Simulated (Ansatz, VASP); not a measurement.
# H2CClF: VASP beside Ansatz, part 2 of 2

Aim: how closely do two programs agree when they are given the same cell, functional and k mesh? The cell is taken from a series of runs on this material, whose earlier steps may have relaxed, scaled, displaced or heated it; both programs get it as it stands.

VASP 6.6.1 and Ansatz 0.2.0.

So far: The structure; Ansatz: dielectric response, PBE.

## 3. VASP: dielectric response, PBE

Level of this step: PBE; plane waves and PAW (H, C, Cl, F) (VASP).

The same cell, functional and mesh now go to VASP, with its own data sets.

Lines of VASP's logs that name or quote its potential files are left out, and so is its time.

Input file INCAR:

```
SYSTEM = H2CClF
PREC = Accurate
ENCUT = 520
EDIFF = 1E-08
NELM = 120
ISMEAR = 0
SIGMA = 0.01
LREAL = .FALSE.
ALGO = Normal
GGA = PE
NBANDS = 30
LORBIT = 11
LWAVE = .FALSE.
LCHARG = .FALSE.
ISIF = 2
LEPSILON = .TRUE.
LASPH = .TRUE.
GGA_COMPAT = .FALSE.
EFERMI = MIDGAP
KPAR = 2
```

Input file POSCAR:

```
H2CClF
1.0
    5.0206000000      0.0000000000      0.0000000000
    0.0000000000      4.1477000000      0.0000000000
   -2.1143188253      0.0000000000      6.4288463713
H C Cl F
4 2 2 2
Direct
    0.2853907074      0.3914333251      0.1553547444
    0.7146092926      0.8914333251      0.8446452556
    0.5708661695      0.1079278767      0.2708692269
    0.4291338305      0.6079278767      0.7291307731
    0.3461441783      0.1407585261      0.1942650717
    0.6538558217      0.6407585261      0.8057349283
    0.1665216804      0.0025228448      0.3683413112
    0.8334783196      0.5025228448      0.6316586888
    0.2645503672      0.9578574273      0.0149998989
    0.7354496328      0.4578574273      0.9850001011
```

Input file KPOINTS:

```
Automatic mesh
0
Gamma
4 6 4
0 0 0
```

Potentials, in the order of the species: H, C, Cl and F (PBE family, release 64).

Started as:

```sh
mpirun -np 2 vasp_std
```

Numbers of over 12 decimals in the logs are rounded to 6 here.

The program printed:

```text
[banner, memory and clock lines left out]
running    2 mpi-ranks, on    1 nodes
 distrk:  each k-point on    1 cores,    2 groups
 distr:  one band on    1 cores,    1 groups

 POSCAR found type information on POSCAR H C ClF
 POSCAR found :  4 types and      10 ions
 LDA part: xc-table for (Slater+PW92), standard interpolation
 POSCAR, INCAR and KPOINTS ok, starting setup
 FFT: planning ... GRIDC
 FFT: planning ... GRID_SOFT
 FFT: planning ... GRID
 WAVECAR not read
 entering main loop
       N       E                     dE             d eps       ncg     rms          rms(c)
DAV:   1     0.242474521971E+03    0.24247E+03   -0.19528E+04  2400   0.118E+03
DAV:   2    -0.284842954356E+02   -0.27096E+03   -0.26342E+03  3006   0.259E+02
DAV:   3    -0.473362857116E+02   -0.18852E+02   -0.18755E+02  3180   0.748E+01
DAV:   4    -0.475403547575E+02   -0.20407E+00   -0.20388E+00  3064   0.885E+00
DAV:   5    -0.475434104035E+02   -0.30556E-02   -0.30554E-02  3118   0.104E+00    0.161E+01
DAV:   6    -0.457095228461E+02    0.18339E+01   -0.22523E+00  3032   0.109E+01    0.807E+00
DAV:   7    -0.453122160467E+02    0.39731E+00   -0.87530E-01  3174   0.609E+00    0.325E+00
DAV:   8    -0.453017086945E+02    0.10507E-01   -0.15144E-01  2892   0.262E+00    0.124E+00
DAV:   9    -0.453017206156E+02   -0.11921E-04   -0.10288E-02  2884   0.808E-01    0.219E-01
DAV:  10    -0.453021857462E+02   -0.46513E-03   -0.22346E-03  3148   0.299E-01    0.679E-02
DAV:  11    -0.453022088729E+02   -0.23127E-04   -0.29033E-04  2954   0.132E-01    0.354E-02
DAV:  12    -0.453022089896E+02   -0.11670E-06   -0.59620E-05  2992   0.627E-02    0.155E-02
DAV:  13    -0.453022295425E+02   -0.20553E-04   -0.21780E-05  2604   0.309E-02    0.418E-03
DAV:  14    -0.453022301001E+02   -0.55760E-06   -0.59031E-07  3208   0.475E-03    0.220E-03
DAV:  15    -0.453022303580E+02   -0.25795E-06   -0.45283E-07  2678   0.598E-03    0.111E-03
DAV:  16    -0.453022303121E+02    0.45967E-07   -0.68315E-08  3208   0.250E-03    0.449E-04
DAV:  17    -0.453022303201E+02   -0.79863E-08   -0.28687E-08  2682   0.112E-03
   1 F= -.45302230E+02 E0= -.45302230E+02  d E =0.000000E+00
 Linear response reoptimize wavefunctions to high precision
DAV:   1    -0.453022303246E+02   -0.45361E-08   -0.22673E-09  2084   0.416E-04
DAV:   2    -0.453022303247E+02   -0.13279E-09   -0.50777E-10  1566   0.129E-04
DAV:   3    -0.453022303248E+02   -0.32742E-10   -0.55237E-11  1524   0.440E-05
 Linear response G [H, r] |phi>, progress :
  Direction:   1
       N       E                     dE             d eps       ncg     rms
RMM:   1    -0.169480891431E+03   -0.16948E+03   -0.67843E+01  6173   0.887E+01
RMM:   2    -0.143930305691E+03    0.25551E+02   -0.14661E+01  4207   0.208E+01
RMM:   3    -0.144058791229E+03   -0.12849E+00   -0.24749E-01  4333   0.282E+00
RMM:   4    -0.144062568261E+03   -0.37770E-02   -0.52302E-03  4708   0.427E-01
RMM:   5    -0.144062744988E+03   -0.17673E-03   -0.91904E-06  4598   0.750E-02
RMM:   6    -0.144062766696E+03   -0.21708E-04    0.29389E-05  4761   0.142E-02
RMM:   7    -0.144062770040E+03   -0.33436E-05    0.53943E-06  4828   0.301E-03
RMM:   8    -0.144062770679E+03   -0.63947E-06   -0.34313E-06  4681   0.907E-04
RMM:   9    -0.144062770693E+03   -0.14401E-07    0.42742E-06  4300   0.522E-04
RMM:  10    -0.144062770628E+03    0.65083E-07    0.39541E-06  3642   0.459E-04
RMM:  11    -0.144062770665E+03   -0.36407E-07   -0.96266E-07  3339   0.454E-04
RMM:  12    -0.144062770634E+03    0.30556E-07   -0.16060E-05  3300   0.452E-04
RMM:  13    -0.144062770656E+03   -0.21281E-07   -0.11016E-05  3276   0.452E-04
 Linear response G [H, r] |phi>, progress :
  Direction:   2
       N       E                     dE             d eps       ncg     rms
RMM:   1    -0.157706238839E+03   -0.15771E+03    0.63863E+01  5914   0.905E+01
RMM:   2    -0.143980592113E+03    0.13726E+02   -0.13343E+01  4231   0.200E+01
RMM:   3    -0.144105685371E+03   -0.12509E+00   -0.27053E-01  4389   0.280E+00
RMM:   4    -0.144109336879E+03   -0.36515E-02   -0.73194E-03  4631   0.443E-01
RMM:   5    -0.144109433183E+03   -0.96304E-04   -0.29929E-04  4587   0.807E-02
RMM:   6    -0.144109436510E+03   -0.33273E-05   -0.13570E-05  4667   0.149E-02
RMM:   7    -0.144109436457E+03    0.53423E-07   -0.12278E-06  4647   0.318E-03
RMM:   8    -0.144109436427E+03    0.29958E-07    0.22138E-06  4570   0.905E-04
RMM:   9    -0.144109436418E+03    0.90766E-08   -0.30876E-06  4203   0.504E-04
RMM:  10    -0.144109436384E+03    0.33330E-07    0.35197E-07  3461   0.436E-04
RMM:  11    -0.144109436384E+03    0.27001E-09    0.13845E-05  3184   0.429E-04
RMM:  12    -0.144109436391E+03   -0.71432E-08    0.47900E-06  3162   0.432E-04
RMM:  13    -0.144109436386E+03    0.48487E-08    0.73733E-06  3134   0.430E-04
 Linear response G [H, r] |phi>, progress :
  Direction:   3
       N       E                     dE             d eps       ncg     rms
RMM:   1    -0.176654360107E+03   -0.17665E+03   -0.90012E+01  6478   0.923E+01
RMM:   2    -0.142909684827E+03    0.33745E+02   -0.18214E+01  4329   0.238E+01
RMM:   3    -0.143050839993E+03   -0.14116E+00   -0.33063E-01  4379   0.315E+00
RMM:   4    -0.143056197707E+03   -0.53577E-02   -0.63533E-03  4674   0.490E-01
RMM:   5    -0.143056534042E+03   -0.33634E-03    0.58192E-05  4621   0.874E-02
[...]
Linear response to external field (no local field effect), progress :
  Direction:   2
       N       E                     dE             d eps       ncg     rms          rms(c)
RMM:   1    -0.501902337436E+00   -0.50190E+00   -0.12271E+00  4948   0.304E+00
RMM:   2    -0.508895688233E+00   -0.69934E-02   -0.14963E-02  4276   0.617E-01
RMM:   3    -0.508979169809E+00   -0.83482E-04   -0.26178E-04  4366   0.746E-02
RMM:   4    -0.508981267526E+00   -0.20977E-05   -0.84108E-06  4450   0.121E-02
RMM:   5    -0.508981361163E+00   -0.93637E-07   -0.31320E-07  4476   0.217E-03
RMM:   6    -0.508981364823E+00   -0.36594E-08   -0.16698E-08  4181   0.440E-04
 change of polarisation eV/A/(eV/A) component  2 :     0.003     1.018     0.001
 dielectric tensor                  component  2 :     0.004     2.376     0.001
 Linear response to external field (no local field effect), progress :
  Direction:   3
       N       E                     dE             d eps       ncg     rms          rms(c)
RMM:   1    -0.595966163524E+00   -0.59597E+00   -0.17758E+00  5036   0.349E+00
RMM:   2    -0.612211547407E+00   -0.16245E-01   -0.20802E-02  4304   0.724E-01
RMM:   3    -0.612429879544E+00   -0.21833E-03   -0.46340E-04  4393   0.929E-02
RMM:   4    -0.612436116588E+00   -0.62370E-05   -0.16447E-05  4501   0.164E-02
RMM:   5    -0.612436362558E+00   -0.24597E-06   -0.58627E-07  4387   0.300E-03
RMM:   6    -0.612436372725E+00   -0.10167E-07   -0.35494E-08  4275   0.624E-04
RMM:   7    -0.612436373006E+00   -0.28074E-09   -0.27650E-09  3574   0.139E-04
 change of polarisation eV/A/(eV/A) component  3 :    -0.216     0.001     1.225
 dielectric tensor                  component  3 :    -0.292     0.001     2.656
 Linear response to external field, progress :
  Direction:   1
       N       E                     dE             d eps       ncg     rms          rms(c)
RMM:   1    -0.581313743998E+00   -0.58131E+00   -0.17240E+00  6576   0.323E+00
RMM:   2    -0.595300343874E+00   -0.13987E-01   -0.19252E-02  5596   0.673E-01    0.234E+00
RMM:   3    -0.502080485329E+00    0.93220E-01   -0.13167E-01  5619   0.124E+00    0.105E+00
RMM:   4    -0.509015776020E+00   -0.69353E-02   -0.31201E-02  5729   0.676E-01    0.405E-01
RMM:   5    -0.525614911032E+00   -0.16599E-01   -0.29850E-03  5587   0.276E-01    0.983E-02
RMM:   6    -0.531328390771E+00   -0.57135E-02   -0.27803E-04  5649   0.762E-02    0.356E-02
RMM:   7    -0.532892782166E+00   -0.15644E-02   -0.13372E-04  5509   0.362E-02    0.129E-02
RMM:   8    -0.533153812732E+00   -0.26103E-03    0.75283E-05  5774   0.108E-02    0.407E-03
RMM:   9    -0.533259719094E+00   -0.10591E-03    0.93410E-06  5744   0.568E-03    0.170E-03
RMM:  10    -0.533264710670E+00   -0.49916E-05   -0.48139E-06  5608   0.216E-03    0.320E-04
RMM:  11    -0.533260513595E+00    0.41971E-05   -0.24293E-06  5864   0.492E-04    0.115E-04
RMM:  12    -0.533253448943E+00    0.70647E-05   -0.98491E-07  5539   0.303E-04    0.305E-05
RMM:  13    -0.533253263550E+00    0.18539E-06    0.42062E-07  3633   0.532E-05    0.124E-05
RMM:  14    -0.533252996012E+00    0.26754E-06    0.51973E-07  3487   0.496E-05    0.228E-06
 change of polarisation eV/A/(eV/A) component  1 :     0.955     0.000    -0.134
 dielectric tensor                  component  1 :     2.291     0.000    -0.181
 Linear response to external field, progress :
  Direction:   2
       N       E                     dE             d eps       ncg     rms          rms(c)
RMM:   1    -0.501902337436E+00   -0.50190E+00   -0.12271E+00  4948   0.304E+00
RMM:   2    -0.508895705430E+00   -0.69934E-02   -0.14963E-02  4276   0.617E-01    0.177E+00
RMM:   3    -0.440791560806E+00    0.68104E-01   -0.12216E-01  4303   0.129E+00    0.805E-01
RMM:   4    -0.448473499674E+00   -0.76819E-02   -0.37406E-02  4307   0.719E-01    0.316E-01
RMM:   5    -0.461461330913E+00   -0.12988E-01   -0.25370E-03  4328   0.228E-01    0.139E-01
RMM:   6    -0.469966258025E+00   -0.85049E-02   -0.37369E-04  4182   0.102E-01    0.309E-02
RMM:   7    -0.471126163589E+00   -0.11599E-02   -0.15754E-05  4432   0.229E-02    0.150E-02
RMM:   8    -0.472232723346E+00   -0.11066E-02   -0.74279E-06  4046   0.169E-02    0.311E-03
RMM:   9    -0.472248984511E+00   -0.16261E-04   -0.78880E-09  4503   0.236E-03    0.179E-03
RMM:  10    -0.472302310379E+00   -0.53326E-04   -0.70938E-07  4271   0.179E-03    0.300E-04
RMM:  11    -0.472302433057E+00   -0.12268E-06    0.54768E-08  4483   0.344E-04    0.125E-04
RMM:  12    -0.472305009697E+00   -0.25766E-05   -0.38013E-08  4062   0.205E-04    0.341E-05
RMM:  13    -0.472304204679E+00    0.80502E-06   -0.61771E-08  2988   0.528E-05    0.190E-05
RMM:  14    -0.472303784343E+00    0.42034E-06   -0.10435E-08  2808   0.547E-05    0.442E-06
 change of polarisation eV/A/(eV/A) component  2 :     0.003     0.842     0.001
 dielectric tensor                  component  2 :     0.003     2.138     0.001
 Linear response to external field, progress :
  Direction:   3
       N       E                     dE             d eps       ncg     rms          rms(c)
RMM:   1    -0.595966163524E+00   -0.59597E+00   -0.17758E+00  6548   0.349E+00
RMM:   2    -0.612210783445E+00   -0.16245E-01   -0.20795E-02  5610   0.724E-01    0.233E+00
RMM:   3    -0.506783147760E+00    0.10543E+00   -0.28589E-01  5594   0.201E+00    0.100E+00
RMM:   4    -0.505735969777E+00    0.10472E-02   -0.28365E-02  5740   0.653E-01    0.426E-01
RMM:   5    -0.520067819468E+00   -0.14332E-01   -0.62471E-03  5615   0.289E-01    0.135E-01
RMM:   6    -0.528028402948E+00   -0.79606E-02   -0.10863E-03  5640   0.119E-01    0.460E-02
RMM:   7    -0.530301534432E+00   -0.22731E-02   -0.94847E-04  5570   0.418E-02    0.202E-02
RMM:   8    -0.530969942030E+00   -0.66841E-03   -0.28260E-04  5514   0.216E-02    0.387E-03
RMM:   9    -0.531061214900E+00   -0.91273E-04   -0.66881E-05  5899   0.394E-03    0.222E-03
RMM:  10    -0.531043853528E+00    0.17361E-04   -0.18775E-05  5564   0.260E-03    0.551E-04
RMM:  11    -0.531044515199E+00   -0.66167E-06   -0.10981E-05  5825   0.435E-04    0.241E-04
RMM:  12    -0.531034862111E+00    0.96531E-05   -0.50181E-06  5475   0.470E-04    0.545E-05
RMM:  13    -0.531033882595E+00    0.97952E-06    0.12892E-06  4699   0.808E-05    0.218E-05
RMM:  14    -0.531033583219E+00    0.29938E-06   -0.18138E-06  4026   0.580E-05    0.689E-06
 change of polarisation eV/A/(eV/A) component  3 :    -0.134    -0.000     0.956
 dielectric tensor                  component  3 :    -0.181    -0.000     2.292
 Born effective charges drift removed
```

From OUTCAR (step 3):

```text
ion  position               nearest neighbor table
   1  0.285  0.391  0.155-   5 1.09
   2  0.715  0.891  0.845-   6 1.09
   3  0.571  0.108  0.271-   5 1.09
   4  0.429  0.608  0.729-   6 1.09
   5  0.346  0.141  0.194-   1 1.09   3 1.09   9 1.38   7 1.79
   6  0.654  0.641  0.806-   2 1.09   4 1.09  10 1.38   8 1.79
   7  0.167  0.003  0.368-   5 1.79
   8  0.833  0.503  0.632-   6 1.79
   9  0.265  0.958  0.015-   5 1.38
  10  0.735  0.458  0.985-   6 1.38

  LATTYP: Found a simple monoclinic cell.
 ALAT       =     5.0206000000
 B/A-ratio  =     0.8261363184
 C/A-ratio  =     1.3479663785
 COS(beta)  =    -0.3124178180

 Subroutine GETGRP returns: Found  2 space group operations
 (whereof  1 operations were pure point group operations)

The static configuration has the point symmetry C_1 .
 The point group associated with its full space group is C_2 .

 Found     40 irreducible k-points:

   k-points           NKPTS =     40   k-points in BZ     NKDIM =     40   number of bands    NBANDS=     30

   dimension x,y,z NGX =    40 NGY =   32 NGZ =   50
   dimension x,y,z NGXF=    80 NGYF=   64 NGZF=  100

   ENCUT  =  520.0 eV  38.22 Ry    6.18 a.u.   9.33  7.71 12.58*2*pi/ulx,y,z

   NELECT =      40.0000    total number of electrons

 k-points in reciprocal lattice and weights: Automatic mesh
   0.00000000  0.00000000  0.00000000       0.010
   0.25000000  0.00000000  0.00000000       0.021
   0.50000000  0.00000000  0.00000000       0.010
   0.00000000  0.16666667  0.00000000       0.021
   0.25000000  0.16666667  0.00000000       0.042
   0.50000000  0.16666667  0.00000000       0.021
   0.00000000  0.33333333  0.00000000       0.021
   0.25000000  0.33333333  0.00000000       0.042
   0.50000000  0.33333333  0.00000000       0.021
[...]
0.25000000  0.50000000  0.50000000       0.021
   0.50000000  0.50000000  0.50000000       0.010

 average (electrostatic) potential at core
       1 -37.5399       2 -37.5399       3 -37.5543       4 -37.5543       5 -56.4112
       6 -56.4112       7 -95.7654       8 -95.7654       9 -80.7491      10 -80.7491

  Total        0.6890890      1.2030865      1.5512319      0.0000000      0.0000000      0.1943651
  in kB        8.2468846     14.3983073     18.5648441      0.0000000      0.0000000      2.3261237
  external PRESSURE =      13.7366787 kB  Pullay stress =       0.0000000 kB

  energy-cutoff  :      520.00
  volume of cell :      133.87
      direct lattice vectors                 reciprocal lattice vectors
     5.020600000  0.000000000  0.000000000     0.199179381  0.000000000  0.065506110
     0.000000000  4.147700000  0.000000000     0.000000000  0.241097476  0.000000000
    -2.114318825  0.000000000  6.428846371     0.000000000  0.000000000  0.155548903

 POSITION                                       TOTAL-FORCE (eV/Angst)
 -----------------------------------------------------------------------------------
      1.10436      1.62355      0.99875        -0.001664      0.007800     -0.005401
      1.80192      3.69740      5.43009         0.001664      0.007800      0.005401
      2.29339      0.44765      1.74138         0.007747     -0.002957      0.001999
      0.61289      2.52150      4.68747        -0.007747     -0.002957     -0.001999
      1.32711      0.58382      1.24890        -0.082694      0.164436      0.373482
      1.57917      2.65767      5.17995         0.082694      0.164436     -0.373482
      0.05725      0.01046      2.36801         0.075646      0.033130     -0.062093
      2.84903      2.08431      4.06084        -0.075646      0.033130      0.062093
      1.29649      3.97291      0.09643        -0.005176     -0.202410     -0.310680
      1.60979      1.89906      6.33241         0.005176     -0.202410      0.310680
 -----------------------------------------------------------------------------------
    total drift:                               -0.000001     -0.001067      0.000001

 MACROSCOPIC STATIC DIELECTRIC TENSOR (including local field effects in DFT)
 ------------------------------------------------------
           2.290642     0.000000    -0.181128
           0.000000     2.137909     0.000000
          -0.181127     0.000000     2.292057
 ------------------------------------------------------

 PIEZOELECTRIC TENSOR (including local field effects)  for field in x, y, z        (C/m^2)
          XX          YY          ZZ          XY          YZ          ZX
  --------------------------------------------------------------------------------
  x     0.00000     0.00000     0.00000     0.04295    -0.07390     0.00000
  y     0.03135     0.03880     0.11483     0.00000     0.00000    -0.01411
  z     0.00000     0.00000     0.00000    -0.03818     0.18662     0.00000

 BORN EFFECTIVE CHARGES (including local field effects) (in |e|, cummulative output)
 ---------------------------------------------------------------------------------
 ion    1
    1     0.03456    -0.02982     0.05662
    2    -0.03515     0.06225     0.06571
    3     0.08214     0.00028     0.01256
 ion    2
    1     0.03456     0.02982     0.05662
    2     0.03515     0.06225    -0.06571
    3     0.08214    -0.00028     0.01256
 ion    3
    1     0.03355    -0.00734     0.07511
    2    -0.03482     0.08216     0.01284
    3    -0.00100     0.04362     0.02135
 ion    4
    1     0.03355     0.00734     0.07511
    2     0.03482     0.08216    -0.01284
    3    -0.00100    -0.04362     0.02135
 ion    5
    1     0.83060     0.10292    -0.63658
    2     0.18349     0.64324     0.16664
    3    -0.46753     0.28264     1.64516
 ion    6
    1     0.83060    -0.10292    -0.63658
    2    -0.18349     0.64324    -0.16664
    3    -0.46753    -0.28264     1.64516
 ion    7
    1    -0.52647    -0.11258     0.24905
    2    -0.04520    -0.22390     0.02379
    3     0.34396     0.13634    -0.52008
 ion    8
    1    -0.52647     0.11258     0.24905
    2     0.04520    -0.22390    -0.02379
    3     0.34396    -0.13634    -0.52008
 ion    9
    1    -0.37224     0.11066     0.25580
    2    -0.02226    -0.56375    -0.30392
    3     0.04243    -0.48266    -1.15899
 ion   10
    1    -0.37224    -0.11066     0.25580
    2     0.02226    -0.56375     0.30392
    3     0.04243     0.48266    -1.15899
```

## 4. Comparison

Known differences besides the potentials themselves: fixed occupations in Ansatz, narrow Gaussian smearing in VASP; VASP's response is taken on the typed mesh, Ansatz refines its own for the field response alone; the cutoff is 420 eV in Ansatz and 520 eV in VASP. Total energies have different zeros and are not compared.

Both answers:

```
                                     quantity  Ansatz   VASP  difference
                                        ε∞ xx    2.29   2.29     +0.12 %
                                        ε∞ yy    2.14   2.14     +0.05 %
                                        ε∞ zz    2.29   2.29     +0.04 %
 Born charge of H1 (mean of the diagonal) (e)    0.04   0.04        0.00
 Born charge of C5 (mean of the diagonal) (e)    1.05   1.04       +0.01
Born charge of Cl7 (mean of the diagonal) (e)   -0.42  -0.42        0.00
 Born charge of F9 (mean of the diagonal) (e)   -0.71  -0.70       -0.02
```

## 5. Results

| Item | Value |
| --- | --- |
| difference in ε∞ xx (dielectric response, PBE) | 0.12 % |

The difference in ε∞ xx is 0.12 % (dielectric response, PBE), within the 5 % picked in this series as the mark of a large difference. How closely two codes agree says nothing of how well the functional describes the real material.

[Lines on the potential files, build, host, timing and source positions are cut from VASP's logs without a mark.]

[Logs are printed without paths, hosts, clocks, repeated set-up lines and the standing remarks that a program may print on its own settings, such as how far it seeks lower states.]

[Hosts, paths, dates, database ids (printed as entryN), source tags and the programs' standing remarks are cut or masked in the printed files.]
